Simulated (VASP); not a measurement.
Level of theory: PBE GGA + U (Dudarev), VASP's PBE PAW potentials (set 64) (plane waves; VASP).

Input for VASP

KPOINTS:
```
Automatic mesh
0
Gamma
11 11 11
0 0 0
```

**INCAR**
```
SYSTEM = NiAl
PREC = Accurate
ENCUT = 400
EDIFF = 1E-6
NELM = 100
ALGO = Normal
LREAL = .FALSE.
LASPH = .TRUE.
ISMEAR = 1
SIGMA = 0.1
GGA = PE
LMAXMIX = 4
LWAVE = .FALSE.
LCHARG = .FALSE.
ISIF = 2
LDAU = .TRUE.
LDAUTYPE = 2
LDAUL = -1 2
LDAUU = 0 8.0
LDAUJ = 0 0
LDAUPRINT = 1
LORBIT = 10
```

File POSCAR:
```
NiAl
1
    2.9656080000     0.0000000000     0.0000000000
    0.0000000000     2.9478510000     0.0000000000
    0.0000000000     0.0000000000     2.9100140000
Al Ni
1 1
Direct
  0.5000000000   0.5000000000   0.5000000000
  0.0094750000   0.0000000000   0.0000000000
```

POTCAR, in this order: Al Ni (PBE.64 set). Program: vasp_std.

Problem. Estimate the energy per atom (σ→0), pressure, largest force, band gap (on the k-mesh).

Solution. 
```json
{
  "energy per atom (σ→0)": "-2990 meV/atom",
  "band gap (on the k-mesh)": "none (metal, semimetal or under 0.01 eV)",
  "pressure": "-16.13 GPa",
  "largest_force": "0.00342 Ry/bohr"
}
```

File OSZICAR:
```
...
DAV:   6    -0.622303851077E+01   -0.61207E-01   -0.46836E+00  4760   0.398E+01    0.380E+00
DAV:   7    -0.598681600761E+01    0.23622E+00   -0.16385E+00  4794   0.248E+01    0.184E+00
DAV:   8    -0.598043671447E+01    0.63793E-02   -0.90298E-02  4614   0.224E+00    0.278E-01
DAV:   9    -0.598045644033E+01   -0.19726E-04   -0.27247E-03  5696   0.785E-01    0.120E-01
DAV:  10    -0.598055641585E+01   -0.99976E-04   -0.22178E-04  4762   0.280E-01    0.506E-02
DAV:  11    -0.598057872686E+01   -0.22311E-04   -0.98174E-05  4826   0.191E-01    0.599E-03
DAV:  12    -0.598057925136E+01   -0.52450E-06   -0.64295E-06  4722   0.345E-02
   1 F= -.59805793E+01 E0= -.59806717E+01  d E =0.277400E-03
```

The compound is NiAl in the CsCl type structure. The cell was not relaxed at this level, atoms are displaced from their ideal sites. The run is one of a series of settings (LDAU = .TRUE., LDAUJ = 0 0, LDAUL = -1 2, LDAUTYPE = 2, LDAUU = 0 8.0 against the base run), some of them coarse on purpose. The run is not spin-polarised, so no magnetic state was tried. The electron count is odd and the run is not spin-polarised, which forces a metal.
